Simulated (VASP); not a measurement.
# Lattice of AlCo across functionals and dispersion corrections, part 5 of 5

How much does the cell of AlCo depend on the functional? LASPH is on for some levels and off for others; the table marks which. The start is a computed cell from the Materials Project.

VASP 6.6.1, plane waves and PAW; the level of theory is named at each step.

Still holding for the runs below: This run allows spin, but its moments start at zero, where symmetry between the spins tends to hold them, although Co can carry a moment. The k-mesh is coarse for a metal.

So far. Step 12 (Relaxation with r2SCAN + rVV10): It ends at 11.18 Å³/atom, -0.3 % from the start, with -0.08 GPa left. The conventional cell has a = 2.817 Å. Against plain r2SCAN, the dispersion term moves a by -0.2 %. Step 13 (Relaxation with vdW-DF-cx): It ends at 11.33 Å³/atom, +1.1 % from the start, with 0.01 GPa left. The conventional cell has a = 2.830 Å.

### 14. Relaxation with RPBE

This step: RPBE, zero-moment start; plane waves and PAW (Al, Co) (VASP 6.6.1).

RPBE by itself binds more weakly than PBE and expands cells.

File INCAR:

```
SYSTEM = AlCo
PREC = Accurate
ENCUT = 520
EDIFF = 1E-06
NELM = 100
ISMEAR = -1
SIGMA = 0.05
LREAL = .FALSE.
ALGO = Normal
GGA = RP
NBANDS = 13
ISPIN = 2
MAGMOM = -0 0
LMAXMIX = 4
LORBIT = 11
LWAVE = .FALSE.
LCHARG = .FALSE.
KPAR = 4
IBRION = 2
NSW = 60
ISIF = 3
EDIFFG = -0.01
```

File POSCAR:

```
AlCo
1.0
    2.8194032100      0.0000000000      0.0000000000
    0.0000000000      2.8194032100      0.0000000000
    0.0000000000      0.0000000000      2.8194032100
Al Co
1 1
Direct
    0.0000000000      0.0000000000      0.0000000000
    0.5000000000      0.5000000000      0.5000000000
```

File KPOINTS:

```
Automatic mesh
0
Gamma
8 8 8
0 0 0
```

The projector-augmented-wave data sets are Al and Co (PBE family, release 64).

On the command line:

```sh
> mpirun -np 4 vasp_std
```

Log:

```text
[... set-up lines as in an earlier step ...]
 entering main loop
       N       E                     dE             d eps       ncg     rms          rms(c)
DAV:   1     0.374966435132E+02    0.37497E+02   -0.52431E+03  1828   0.970E+02
DAV:   2    -0.111527018205E+02   -0.48649E+02   -0.44381E+02  1895   0.173E+02
DAV:   3    -0.127253087777E+02   -0.15726E+01   -0.15627E+01  2254   0.363E+01
DAV:   4    -0.127479088903E+02   -0.22600E-01   -0.22593E-01  2088   0.394E+00
[...]
DAV:  11    -0.111152165517E+02    0.14966E-04   -0.19353E-05  2211   0.342E-02    0.416E-02
DAV:  12    -0.111152132776E+02    0.32741E-05   -0.65365E-06  2205   0.281E-02    0.764E-03
DAV:  13    -0.111152133388E+02   -0.61282E-07   -0.12749E-06  1115   0.137E-02
   1 F= -.11115213E+02 E0= -.11111057E+02  d E =-.111152E+02  mag=     0.0000
[...]
N       E                     dE             d eps       ncg     rms          rms(c)
DAV:   1    -0.135181572665E+02   -0.24029E+01   -0.28769E+01  1950   0.788E+01    0.140E+01
[...]
2 F= -.11126624E+02 E0= -.11121030E+02  d E =-.114105E-01  mag=    -0.0000
 trial-energy change:   -0.011411  1 .order   -0.018069   -0.166349    0.130211
 step:   0.5274(harm=  0.5609)  dis= 0.00000  next Energy=   -11.158099 (dE=-0.429E-01)
[...]
N       E                     dE             d eps       ncg     rms          rms(c)
DAV:   1    -0.116836550023E+02   -0.55703E+00   -0.60462E+00  1985   0.347E+01    0.650E+00
DAV:   2    -0.125904897352E+02   -0.90683E+00   -0.18716E+01  2070   0.534E+01    0.960E+00
DAV:   3    -0.111694811496E+02    0.14210E+01   -0.94437E+00  2080   0.358E+01    0.110E+00
DAV:   4    -0.111619582843E+02    0.75229E-02   -0.41959E-02  1991   0.147E+00    0.647E-01
DAV:   5    -0.111574426709E+02    0.45156E-02   -0.12339E-02  2682   0.101E+00    0.129E-01
DAV:   6    -0.111574179502E+02    0.24721E-04   -0.28011E-04  2104   0.210E-01    0.482E-02
DAV:   7    -0.111574169414E+02    0.10088E-05   -0.57047E-06  2210   0.192E-02    0.903E-03
DAV:   8    -0.111574157651E+02    0.11763E-05   -0.43792E-06  1746   0.261E-02    0.246E-03
DAV:   9    -0.111574158521E+02   -0.87051E-07   -0.72803E-08   950   0.232E-03
   3 F= -.11157416E+02 E0= -.11152521E+02  d E =-.422025E-01  mag=    -0.0000
[...]
reached required accuracy - stopping structural energy minimisation
```

It took 8.2 s on 4 MPI ranks of Intel Xeon Platinum 8488C (Sapphire Rapids), shared host; peak memory 0.61 GiB.

OUTCAR, selected parts (step 14):

```text
  Total       -0.0081170     -0.0081170     -0.0081170     -0.0000000      0.0000000     -0.0000000
  in kB       -0.5479552     -0.5479552     -0.5479552     -0.0000000      0.0000000     -0.0000000
  external PRESSURE =      -0.5479552 kB  Pullay stress =       0.0000000 kB

 POSITION                                       TOTAL-FORCE (eV/Angst)
 -----------------------------------------------------------------------------------
      0.00000      0.00000      0.00000        -0.000000     -0.000000      0.000000
      1.43689      1.43689      1.43689         0.000000      0.000000      0.000000
 -----------------------------------------------------------------------------------
    total drift:                                0.000000      0.000000     -0.000000

  FREE ENERGIE OF THE ION-ELECTRON SYSTEM (eV)
  ---------------------------------------------------
  free  energy   TOTEN  =       -11.1574158521 eV

  energy  without entropy=      -11.1476255384  energy(sigma->0) =      -11.15252070

 magnetization (x)
# of ion       s       p       d       tot
------------------------------------------
    1       -0.000  -0.000   0.000  -0.000
    2        0.000   0.000  -0.000  -0.000
--------------------------------------------------
tot         -0.000  -0.000  -0.000  -0.000

[... 2 parts as in an earlier step ...]

[... 2 further parts left out ...]
[key lines of the parts left out:]
E-fermi :  10.3379
```

It ends at 11.87 Å³/atom, +5.9 % from the start, with -0.05 GPa left. The conventional cell has a = 2.874 Å.

### 15. The cells as a table

This step: relaxed cells at several levels; plane waves and PAW (VASP 6.6.1).

Derived from the runs above.

Lengths are those of the conventional cell; cost is the wall time of each run, as given at its step, times its ranks, without the set-up around it; LASPH differs between rows, which moves results and costs too. Results by level, by row:

| level | volume (Å³/atom) | change from the start (%) | a (Å) | cost (core minutes) | LASPH |
| --- | --- | --- | --- | --- | --- |
| LDA | 10.97 | -2.1 | 2.799 | 0.413 | off |
| PBEsol | 11.26 | 0.4 | 2.824 | 0.48 | off |
| PBE | 11.6 | 3.6 | 2.852 | 0.533 | off |
| r2SCAN | 11.24 | 0.3 | 2.822 | 1.87 | on |
| PBE + D3(BJ) | 11.21 | 0 | 2.819 | 0.253 | off |
| r2SCAN + rVV10 | 11.18 | -0.3 | 2.817 | 3.73 | on |
| vdW-DF-cx | 11.33 | 1.1 | 2.83 | 2.4 | on |
| RPBE | 11.87 | 5.9 | 2.874 | 0.547 | off |

### 16. Results

```yaml
volume_lda: 10.97 Å³/atom
volume_pbesol: 11.26 Å³/atom
volume_pbe: 11.60 Å³/atom
volume_r2scan: 11.24 Å³/atom
volume_pbe_d3_bj: 11.21 Å³/atom
volume_r2scan_rvv10: 11.18 Å³/atom
volume_vdw_df_cx: 11.33 Å³/atom
volume_rpbe: 11.87 Å³/atom
```

**Reading.** For AlCo the levels give volumes between 10.97 Å³/atom (LDA) and 11.87 Å³/atom (RPBE), a spread of 8.2 %, while the cost of the finished runs spans a factor of 15. At LDA the magnetic starts gave no state below the non-magnetic one; other levels were not tested for magnetism. The costs hold the number of ionic steps as well as the price of the functional. Adding D3(BJ) to PBE changes the volume by -3.4 % (a by -1.2 %). Adding rVV10 to r2SCAN changes the volume by -0.6 % (a by -0.2 %). Pairwise corrections of the D and TS kind ignore the screening in a metal, so they may overbind here. Within 0.02 Å all end in space group Pm-3m; the runs can't lower the symmetry of the start. The k-sampling is coarse for a metal, so the Fermi level, pressures and the shape of the cell carry errors. LASPH is on for some levels and off for others, so differences between them are not the functional's alone. Each is a single relaxation on the plane waves of the start cell, so larger changes of volume carry a basis-set error that was not tested here. Zero-point and thermal expansion are not included.

[Lines on the potential files, build, host, timing and source positions are cut from VASP's logs without a mark.]

[Logs are printed without paths, hosts, clocks, repeated set-up lines and the standing remarks that a program may print on its own settings, such as how far it seeks lower states.]

[Hosts, paths, dates, database ids (printed as entryN), source tags and the programs' standing remarks are cut or masked in the printed files.]

[A measured line is paired with the nearest computed mode of its activity, which favours agreement.]
